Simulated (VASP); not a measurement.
```
Na
1.0
   -1.73800     1.73800     1.73800
    1.73800    -1.73800     1.73800
    1.73800     1.73800    -1.73800
Na
1
Cartesian
  0.00000   0.00000   0.00000
```

The numbers are results of LDA (Ceperley-Alder, Perdew-Zunger), VASP's LDA PAW potentials (set 64) (plane waves; VASP), not measurements. Settings: 500 eV cut-off, 15×15×15 Γ-centred mesh, first-order Methfessel-Paxton smearing of 0.10 eV, potentials Na_pv.

Energy and stress use the plane-wave basis of the starting cell.

**Question.** The ions, cell shape and volume at an external pressure of 20.0 GPa are relaxed. Which structure does the run end with?

**Answer.** 
```
Na
1.0
   -1.63517     1.63517     1.63517
    1.63517    -1.63517     1.63517
    1.63517     1.63517    -1.63517
Na
1
Direct
  0.00000   0.00000   0.00000
```
Space group Im-3m (229), at a tolerance of 0.03 Å.

**Question.** How do energy and volume change from the first to the last step?

**Answer.** The energy (σ→0) changes by +316.8 meV/atom and the volume by -16.7 %, in 3 ionic steps.

The compound is Na in the bcc structure. This run relaxes it under an external pressure of 20 GPa. Symmetry was kept, so distortions that lower it aren't found.
